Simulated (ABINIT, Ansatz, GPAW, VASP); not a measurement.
SnTe3: 5 runs at one level of theory

```xyz
4
Lattice="0.0000 3.8612 3.8612 3.8612 0.0000 3.8612 3.8612 3.8612 0.0000" Properties=species:S:1:pos:R:3 pbc="T T T"
Te    3.8612    3.8612    3.8612
Te    5.7918    5.7918    5.7918
Te    1.9306    1.9306    1.9306
Sn    0.0000    0.0000    0.0000
```

The cell comes from a database or a generator and needn't be the stable form of this composition.

Alike in all runs: task single point; functional PBEsol; k mesh 6 × 6 × 6; occupations fermi-dirac, width 0.05 eV; no spin polarisation; no spin-orbit coupling. A missing gap at this level doesn't show that the real crystal is a metal. Pressure is positive in compression and, in plane waves, holds the error of the finite cutoff, which Ansatz's Pulay term estimates and takes out.

| program and potentials | plane-wave cutoff (eV) | notes | band gap (eV) | pressure (GPa) |
| --- | --- | --- | --- | --- |
| Ansatz, Ansatz PAW | 420 | potentials made for PBE, which Ansatz adapts in part; 15.5 valence electrons an atom on average; Pulay term of +0.03 GPa included | no gap | -2.80 |
| Ansatz, all-electron LAPW, scalar-relativistic | - | - | no gap | -2.79 |
| GPAW, PAW data sets generated for this functional | 600 | 8 valence electrons an atom on average | no gap | -3.21 |
| ABINIT, PseudoDojo NC SR PBEsol v0.4.1 standard | 1088 | 15.5 valence electrons an atom on average | ? | ? |
| VASP, PBE PAW files Sn_d, Te, 520 eV | 520 | potentials made for PBE; 8 valence electrons an atom on average | no gap | -2.81 |

Estimate from the other rows what the run with ABINIT, PseudoDojo NC SR PBEsol v0.4.1 standard gave.

No band gap; pressure -2.67 GPa. The other rows, which needn't bracket it: pressure -3.21 to -2.79.
